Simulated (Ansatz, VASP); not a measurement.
# GaN in two plane-wave programs, part 2 of 2

Wanted: the spread between two codes on one cell, functional and k mesh.  Valence electrons are named where the data sets of a main pair hold unlike numbers.

VASP 6.6.1 and Ansatz 0.2.0.

So far. Step 2 (VASP: band structure, LDA): The run ends at a pressure of -5.06 GPa, with forces up to 2.8e-4 eV/Å.

The database entry behind the starting cell differs from later determinations by our own check (about 0.3 % short, ideal inner coordinate), so it need not match the best structure at ambient conditions.

**5. VASP: single point, LDA**

Level of this step: LDA; plane waves and PAW (Ga_sv_GW, N_GW) (VASP).

With cell and atoms fixed, the geometry can't cause a difference; cores, projectors, grids and the points listed under the comparison can.

The input, INCAR:

```
SYSTEM = GaN
PREC = Accurate
ENCUT = 450
EDIFF = 1E-08
NELM = 100
ISMEAR = 0
SIGMA = 0.01
LREAL = .FALSE.
ALGO = Normal
GGA = CA
NBANDS = 32
LORBIT = 11
LWAVE = .TRUE.
LCHARG = .FALSE.
KPAR = 8
```

The input, POSCAR:

```
GaN
1.0
    3.1800000000      0.0000000000      0.0000000000
   -1.5900000000      2.7539607840      0.0000000000
    0.0000000000      0.0000000000      5.1660000000
Ga N
2 2
Direct
    0.6666666667      0.3333333333      0.4989852932
    0.3333333333      0.6666666667      0.9989852932
    0.6666666667      0.3333333333      0.8760147068
    0.3333333333      0.6666666667      0.3760147068
```

The input, KPOINTS:

```
Automatic mesh
0
Gamma
6 6 4
0 0 0
```

Potentials, in the order of the species: Ga_sv_GW and N_GW (LDA family, release 64).

Started as:

```sh
> mpirun -np 8 vasp_std
```

Numbers of over 12 decimals in the logs are rounded to 6 here.

Log:

```text
[banner, memory and clock lines left out]
running    8 mpi-ranks, on    1 nodes
[...]
[... a notice as in an earlier step ...]

 LDA part: xc-table for (Slater(with rela. corr.)+CA(PZ))
 , standard interpolation
 POSCAR, INCAR and KPOINTS ok, starting setup
[...]
entering main loop
       N       E                     dE             d eps       ncg     rms          rms(c)
DAV:   1     0.806815734330E+03    0.80682E+03   -0.30572E+04  2128   0.816E+03
DAV:   2     0.872931912157E+02   -0.71952E+03   -0.70041E+03  2512   0.189E+03
DAV:   3    -0.264594627367E+02   -0.11375E+03   -0.11320E+03  2488   0.583E+02
DAV:   4    -0.315246721548E+02   -0.50652E+01   -0.50596E+01  2168   0.984E+01
[...]
DAV:  15    -0.278316172285E+02    0.68816E-07   -0.79386E-08  1352   0.123E-02    0.229E-04
DAV:  16    -0.278316172401E+02   -0.11654E-07   -0.70112E-08  1280   0.332E-03    0.156E-04
DAV:  17    -0.278316172416E+02   -0.14879E-08   -0.30952E-09  1096   0.294E-03
   1 F= -.27831617E+02 E0= -.27831617E+02  d E =0.000000E+00
 writing wavefunctions
```

Parts of OUTCAR (step 5):

```text
  Total       -2.0527213     -2.0527213     -1.7670645      0.0000000      0.0000000     -0.0000000
  in kB      -72.6944563    -72.6944563    -62.5782913      0.0000000      0.0000000     -0.0000000
  external PRESSURE =     -69.3224013 kB  Pullay stress =       0.0000000 kB

 POSITION                                       TOTAL-FORCE (eV/Angst)
 -----------------------------------------------------------------------------------
      1.59000      0.91799      2.57776         0.000000      0.000000      0.000584
     -0.00000      1.83597      5.16076        -0.000000     -0.000000      0.000584
      1.59000      0.91799      4.52549         0.000000      0.000000     -0.000584
     -0.00000      1.83597      1.94249        -0.000000     -0.000000     -0.000584
 -----------------------------------------------------------------------------------
    total drift:                                0.000000      0.000002      0.002076

  FREE ENERGIE OF THE ION-ELECTRON SYSTEM (eV)
  ---------------------------------------------------
  free  energy   TOTEN  =       -27.8316172416 eV

  energy  without entropy=      -27.8316172416  energy(sigma->0) =      -27.83161724

[... 1 part as in an earlier step ...]

[... 2 further parts left out ...]
[key lines of the parts left out:]
E-fermi :   5.1588
```

The gap is read on the k-mesh alone, so it is an upper bound where the band edges lie off the mesh.

**6. Ansatz: single point, LDA**

The same cell, functional (in two slightly different forms), mesh and smearing now go to Ansatz, which takes its cutoff from its data sets.

The input, input.yaml:

```yaml
crystal:
  lattice:
    - [3.18, 0.0, 0.0]
    - [-1.59, 2.753960784, 0.0]
    - [0.0, 0.0, 5.166]
  atoms:
    - { symbol: Ga, position: [0.6666666667, 0.3333333333, 0.4989852932] }
    - { symbol: Ga, position: [0.3333333333, 0.6666666667, 0.9989852932] }
    - { symbol: "N", position: [0.6666666667, 0.3333333333, 0.8760147068] }
    - { symbol: "N", position: [0.3333333333, 0.6666666667, 0.3760147068] }
hamiltonian:
  xc: lda
  pseudopotentials: { kind: paw }
kpoints:
  mp_grid: { grid: [6, 6, 4] }
scf:
  occupations: { method: gaussian, width: 0.01 }
  n_extra_bands: 5
output:
  forces: true
  stress: true
  eigenvalues: true
```

Started as:

```sh
> ansatz run input.yaml --threads 2 --pin off --max-ram 4608MiB --backend cpu --events-out ev --progress --plain --runs-dir out
```

Log:

```text
[...]
Crystal: 4 atoms, lattice volume = 45.242 Å³
Basis set: ecut = 420 eV, 881 PW (Γ)
Bands: 23, of which v1, the nominal top of the filled ones, is band 18 counted from 1 (17 counted from 0)
Symmetry: 12 space group operations
[...]
k-points: 21 of 144 (time reversal used)
[...]
k-point 0: bands = [... 14 lower, 8.4096, 9.4451, 9.4733, 9.4733, 11.4578, 13.6586, 18.5888, 19.2202, ... 1 higher]
  k-point 1: bands = [... 14 lower, 8.5576, 8.5576, 9.3102, 9.3102, 12.6248, 13.7771, 18.1932, 18.9016, ... 1 higher]
  k-point 2: bands = [... 14 lower, 8.9274, 8.9274, 8.9274, 8.9274, 13.7125, 13.7125, 17.8392, 17.8392, ... 1 higher]
  k-point 20: bands = [... 14 lower, 5.1827, 5.1827, 7.9797, 7.9797, 15.8477, 15.8477, 16.6939, 16.6939, ... 1 higher]
[key lines of the parts left out:]
SCF converged after 6 iterations
Free energy (F): -8164.169336 eV
Fermi energy:    10.465564 eV
P = ⅓ Tr σ = -4.4820 GPa (-44.820 kbar)
```

Wall time 2 s (2 threads of Arm Neoverse N1, shared host); peak memory 0.3 GiB.

The run ends at a pressure of -4.48 GPa, with forces up to 0.0011 eV/Å.

**7. Comparison**

What differs besides the data sets and the points named for the pairs above, as far as they apply: the data sets hold 36 valence electrons in Ansatz (on its default PAW (the set named soft_2) files) and 52 in VASP. Total energies have different zeros and are not compared.

Both answers:

```
              quantity  Ansatz   VASP  difference
gap on the k mesh (eV)   1.985  1.997      -0.013
```

Not compared: the pressure (VASP's GW data sets at this cutoff don't carry it). A gap on the mesh is an upper bound, since the band edges may lie between its points.

**8. Further runs**

Further runs change the set-up of one program: Ansatz's method, potentials or start, or VASP's data sets, cutoff or form of LDA. The table gives Ansatz less VASP for each quantity, since a change that brings one quantity closer may part another.

```
                                        run  r.m.s. force difference (meV/Å)  gap on the k mesh (eV)
                                   as above                             0.99                  -0.013
                       cores kept as stored                             0.63                  -0.013
          Ansatz's all-electron LAPW method                             0.68                 -0.0076
   Ansatz's larger PAW set (cutoff 1300 eV)                              0.7                 -0.0061
norm-conserving potentials (cutoff 1143 eV)                             0.69                   0.026
```

**9. Results**

```json
{"largest difference of a filled level at the path points (band structure, LDA)": "4.9 meV", "difference in gap on the k mesh (single point, LDA)": "-0.013 eV"}
```

In words: The difference in gap on the k mesh is -0.013 eV (single point, LDA), within the 0.08 eV picked in this series as the mark of a large difference. The data sets hold unlike numbers of valence electrons (36 in Ansatz and 52 in VASP), so part of the differences comes from the potentials. VASP's data sets differ among the pairs, so a change from pair to pair isn't the functional's or the coupling's alone. Single point, LDA, cores kept as stored: r.m.s. force difference goes from 0.99 to 0.63 meV/Å. Single point, LDA, Ansatz's all-electron LAPW method: r.m.s. force difference goes from 0.99 to 0.68 meV/Å; the difference in gap on the k mesh goes from -0.013 to -0.0076 eV. Single point, LDA, Ansatz's larger PAW set (cutoff 1300 eV): r.m.s. force difference goes from 0.99 to 0.7 meV/Å; the difference in gap on the k mesh goes from -0.013 to -0.0061 eV. 1 further run of this series is not shown here. How closely two codes agree says nothing of how well the functional describes the real material.

[Lines on the potential files, build, host, timing and source positions are cut from VASP's logs without a mark.]

[Logs are printed without paths, hosts, clocks, repeated set-up lines and the standing remarks that a program may print on its own settings, such as how far it seeks lower states.]

[Hosts, paths, dates, database ids (printed as entryN), source tags and the programs' standing remarks are cut or masked in the printed files.]
